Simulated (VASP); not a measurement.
Method: PBE GGA, VASP's PBE PAW potentials (set 64) (plane waves; VASP 6.6.1).

VASP ran on this input.

File KPOINTS:
```
K-points
0
G
 7 7 1
0 0 0
```

### POSCAR
```
TiTe2
1
    3.9889370000     0.0000000000     0.0000000000
   -1.9944690000     3.4545200000     0.0000000000
    0.0000000000     0.0000000000    17.1706300000
Ti Te
1 2
Direct
  0.0000000000   0.0000000000   0.5000000000
  0.3333330000   0.6666670000   0.5923270000
  0.6666670000   0.3333330000   0.4076730000
```

### INCAR
```
PREC  =  Accurate
GGA  =  PE   # PBE
LCHARG  =  .False.
ENCUT  =  300   # plane-wave cut-off (eV)
SIGMA  =  0.05
SYSTEM  =  TiTe2
ALGO  =  Normal   # blocked Davidson
EDIFF  =  1E-6   # SCF stop (eV)
LASPH  =  .True.
NELM  =  100   # most electronic steps
ISMEAR  =  0
LREAL  =  .False.
LWAVE  =  .False.
LMAXMIX  =  4
ISIF  =  2
```

POTCAR, in this order: Ti_sv Te (PBE.64 set). Program: vasp_std.

Output of the run:

OSZICAR:
```
       N       E                     dE             d eps       ncg     rms          rms(c)
DAV:   1     0.113793254212E+03    0.11379E+03   -0.88951E+03   320   0.791E+02
DAV:   2    -0.416896165345E+01   -0.11796E+03   -0.11548E+03   344   0.226E+02
DAV:   3    -0.181594969241E+02   -0.13991E+02   -0.13913E+02   496   0.663E+01
DAV:   4    -0.188019369955E+02   -0.64244E+00   -0.64189E+00   352   0.140E+01
DAV:   5    -0.188527536746E+02   -0.50817E-01   -0.50815E-01   424   0.296E+00    0.117E+01
DAV:   6    -0.190063858353E+02   -0.15363E+00   -0.63138E+01   368   0.455E+01    0.182E+01
DAV:   7    -0.165892456689E+02    0.24171E+01   -0.60161E+01   360   0.427E+01    0.653E+00
DAV:   8    -0.160843119143E+02    0.50493E+00   -0.19939E+00   312   0.975E+00    0.272E+00
DAV:   9    -0.160731074165E+02    0.11204E-01   -0.20549E+00   376   0.838E+00    0.232E+00
DAV:  10    -0.160310487265E+02    0.42059E-01   -0.11619E+00   352   0.683E+00    0.111E+00
DAV:  11    -0.160145069072E+02    0.16542E-01   -0.14539E-01   328   0.260E+00    0.284E-01
DAV:  12    -0.160148599121E+02   -0.35300E-03   -0.33000E-03   304   0.475E-01    0.231E-01
DAV:  13    -0.160146712837E+02    0.18863E-03   -0.42084E-04   312   0.106E-01    0.124E-01
DAV:  14    -0.160145614992E+02    0.10978E-03   -0.24040E-04   336   0.884E-02    0.373E-02
DAV:  15    -0.160145897818E+02   -0.28283E-04   -0.18469E-04   312   0.827E-02    0.312E-02
DAV:  16    -0.160146374160E+02   -0.47634E-04   -0.38212E-05   304   0.312E-02    0.339E-02
DAV:  17    -0.160146724414E+02   -0.35025E-04   -0.76166E-06   280   0.168E-02    0.177E-02
DAV:  18    -0.160147193330E+02   -0.46892E-04   -0.13418E-05   336   0.233E-02    0.518E-03
DAV:  19    -0.160147582485E+02   -0.38916E-04   -0.48939E-06   280   0.112E-02    0.671E-03
DAV:  20    -0.160147671169E+02   -0.88684E-05   -0.77142E-07   176   0.667E-03    0.518E-03
DAV:  21    -0.160147724629E+02   -0.53459E-05   -0.47622E-07   192   0.273E-03    0.266E-03
DAV:  22    -0.160147745059E+02   -0.20430E-05   -0.33295E-07   152   0.315E-03    0.760E-04
DAV:  23    -0.160147746040E+02   -0.98130E-07   -0.45848E-08   128   0.118E-03
   1 F= -.16014775E+02 E0= -.16013171E+02  d E =-.320631E-02
```

OUTCAR:
```
------------------------ aborting loop because EDIFF is reached ----------------------------------------
  FORCE on cell =-STRESS in cart. coord.  units (eV):
  Direction    XX          YY          ZZ          XY          YZ          ZX
  --------------------------------------------------------------------------------------
  Total       -1.7197442     -1.7197434      1.2378587      0.0000002     -0.0000000     -0.0000000
  in kB      -11.6451023    -11.6450971      8.3820558      0.0000017     -0.0000000     -0.0000000
  external PRESSURE =      -4.9693812 kB  Pullay stress =       0.0000000 kB
  volume of cell :      236.61
      direct lattice vectors                 reciprocal lattice vectors
     3.988937000  0.000000000  0.000000000     0.250693355  0.144737945  0.000000000
    -1.994469000  3.454520000  0.000000000     0.000000000  0.289475817  0.000000000
     0.000000000  0.000000000 17.170630000     0.000000000  0.000000000  0.058238981
 POSITION                                       TOTAL-FORCE (eV/Angst)
 -----------------------------------------------------------------------------------
      0.00000      0.00000      8.58531        -0.000000      0.000000      0.000000
     -0.00000      2.30301     10.17063        -0.000000      0.000000      0.416067
      1.99447      1.15151      7.00000         0.000000     -0.000000     -0.416067
 -----------------------------------------------------------------------------------
    total drift:                                0.000000      0.000000      0.000000
  FREE ENERGIE OF THE ION-ELECTRON SYSTEM (eV)
  ---------------------------------------------------
  free  energy   TOTEN  =       -16.0147746040 eV

  energy  without entropy=      -16.0115682956  energy(sigma->0) =      -16.01317145
```
(Selected blocks of OUTCAR.)

At this cut-off the stress carries a Pulay error, which pulls relaxed volumes low. The cell holds a wide vacuum, so values per volume refer to the whole cell.

The cell is a sheet with vacuum, built from a generated structure.
